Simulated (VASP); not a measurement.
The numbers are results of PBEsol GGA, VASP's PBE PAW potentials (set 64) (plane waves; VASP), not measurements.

The input files of a VASP run:

File POSCAR:
```
Mg2TeS
1
    2.1290652787     1.2292163736     7.0180726634
   -2.1290652787     1.2292163736     7.0180726634
    0.0000000000    -2.4584327474     7.0180726634
Mg Te S
2 1 1
Direct
  0.9904514467   0.9904514467   0.9904514467
  0.5104676509   0.5104676509   0.5104676509
  0.1225114990   0.1225114990   0.1225114990
  0.6265424035   0.6265424035   0.6265424035
```

File KPOINTS:
```
k-points along high-symmetry lines
12
Line-mode
Reciprocal
  0.000000   0.000000   0.000000 ! GAMMA
  0.500000   0.500000   0.500000 ! T

  0.500000   0.500000   0.500000 ! T
  0.812758   0.187242   0.500000 ! H_2

  0.500000  -0.187242   0.187242 ! H_0
  0.500000   0.000000   0.000000 ! L

  0.500000   0.000000   0.000000 ! L
  0.000000   0.000000   0.000000 ! GAMMA

  0.000000   0.000000   0.000000 ! GAMMA
  0.343621  -0.343621   0.000000 ! S_0

  0.656379   0.000000   0.343621 ! S_2
  0.500000   0.000000   0.500000 ! F

  0.500000   0.000000   0.500000 ! F
  0.000000   0.000000   0.000000 ! GAMMA
```

INCAR:
```
SYSTEM  =  Mg2TeS
PREC  =  Accurate; ENCUT  =  400; LREAL  =  F
LASPH  =  T; ICHARG  =  11
EDIFF  =  1E-7; NELM  =  100; ALGO  =  Normal
LMAXMIX  =  4
ISMEAR  =  0; SIGMA  =  0.05
GGA  =  PS
LWAVE  =  F; LCHARG  =  F; LORBIT  =  11
```

POTCAR, in this order: Mg Te S (PBE.64 set). Program: vasp_std. Read from the step before: CHGCAR.

The run wrote:

OUTCAR:
```
 ion  position               nearest neighbor table
   1  0.990  0.990  0.990-   4 2.54   4 2.54   4 2.54   3 2.78
   2  0.510  0.510  0.510-   4 2.44   3 2.71   3 2.71   3 2.71
   3  0.123  0.123  0.123-   2 2.71   2 2.71   2 2.71   1 2.78
   4  0.627  0.627  0.627-   2 2.44   1 2.54   1 2.54   1 2.54
  LATTYP: Found a trigonal (rhomboedric) cell.
 ALAT       =     7.4362111161
 COS(alpha) =     0.8360526020
 Subroutine PRICEL returns:
 Original cell was already a primitive cell.
 Subroutine GETGRP returns: Found  6 space group operations
The static configuration has the point symmetry C_3v.
The dynamic configuration has the point symmetry C_3v.
 Subroutine INISYM returns: Found  6 space group operations
   k-points           NKPTS =     84   k-points in BZ     NKDIM =     84   number of bands    NBANDS=     12
   number of dos      NEDOS =    301   number of ions     NIONS =      4
   total plane-waves  NPLWV = 125000
   dimension x,y,z NGX =    50 NGY =   50 NGZ =   50
   dimension x,y,z NGXF=   100 NGYF=  100 NGZF=  100
   ions per type =               2   1   1
   PREC   = accura    normal or accurate (medium, high low for compatibility)
   ISTART =      0    job   : 0-new  1-cont  2-samecut
   ICHARG =     11    charge: 1-file 2-atom 10-const
   ISPIN  =      1    spin polarized calculation?
   LNONCOLLINEAR =      F non collinear calculations
...
```

File OSZICAR:
```
       N       E                     dE             d eps       ncg     rms          rms(c)
DAV:   1     0.522276759209E+02    0.52228E+02   -0.48937E+03  2016   0.817E+02
DAV:   2    -0.928331916833E+01   -0.61511E+02   -0.57065E+02  2924   0.138E+02
DAV:   3    -0.138799318446E+02   -0.45966E+01   -0.45715E+01  2552   0.421E+01
DAV:   4    -0.139528243354E+02   -0.72892E-01   -0.72858E-01  2608   0.663E+00
DAV:   5    -0.139543003585E+02   -0.14760E-02   -0.14758E-02  2580   0.904E-01
DAV:   6    -0.139543602690E+02   -0.59910E-04   -0.59910E-04  2952   0.171E-01
DAV:   7    -0.139543612930E+02   -0.10240E-05   -0.10239E-05  2544   0.178E-02
DAV:   8    -0.139543613417E+02   -0.48762E-07   -0.48667E-07  2184   0.325E-03
   1 F= -.13954361E+02 E0= -.13954361E+02  d E =-.141659E-10
```

### OUTCAR
```
 val. band max:        2.5025193324   @ k =   0.0000   0.0000   0.0000

 cond. band min:       3.8900811209   @ k =   0.0000   0.0000   0.0000



 k-point     1 :       0.0000    0.0000    0.0000
  band No.  band energies     occupation
      1      -9.8397      2.00000
      2      -7.9283      2.00000
      3      -1.7299      2.00000
      4       0.4934      2.00000
      5       0.4934      2.00000
      6       1.4908      2.00000
      7       2.5025      2.00000
      8       2.5025      2.00000
      9       3.8901      0.00000
     10       6.2138      0.00000
     11       7.9832      0.00000
     12       7.9833      0.00000

 k-point     2 :       0.0455    0.0455    0.0455
  band No.  band energies     occupation
      1      -9.8390      2.00000
      2      -7.9301      2.00000
      3      -1.7182      2.00000
      4       0.4935      2.00000
      5       0.4935      2.00000
      6       1.4573      2.00000
      7       2.5017      2.00000
      8       2.5017      2.00000
      9       3.9212      0.00000
     10       6.2179      0.00000
     11       7.9884      0.00000
     12       7.9890      0.00000

 k-point     3 :       0.0909    0.0909    0.0909
  band No.  band energies     occupation
      1      -9.8372      2.00000
      2      -7.9353      2.00000
      3      -1.6833      2.00000
      4       0.4941      2.00000
      5       0.4941      2.00000
      6       1.3622      2.00000
      7       2.4993      2.00000
      8       2.4993      2.00000
      9       4.0087      0.00000
     10       6.2298      0.00000
     11       8.0041      0.00000
     12       8.0329      0.00000

 k-point     4 :       0.1364    0.1364    0.1364
  band No.  band energies     occupation
      1      -9.8341      2.00000
      2      -7.9435      2.00000
      3      -1.6258      2.00000
      4       0.4949      2.00000
      5       0.4949      2.00000
      6       1.2186      2.00000
      7       2.4954      2.00000
...
```

The density is held fixed in this step, so its total energy and stress have no physical meaning. Unless said otherwise, spin-orbit coupling is left out, though it shifts the bands of the heavy elements here.

The structure comes from a computed database's Mg2TeS entry (R3m); how it stands against other phases isn't given here. It was relaxed first.
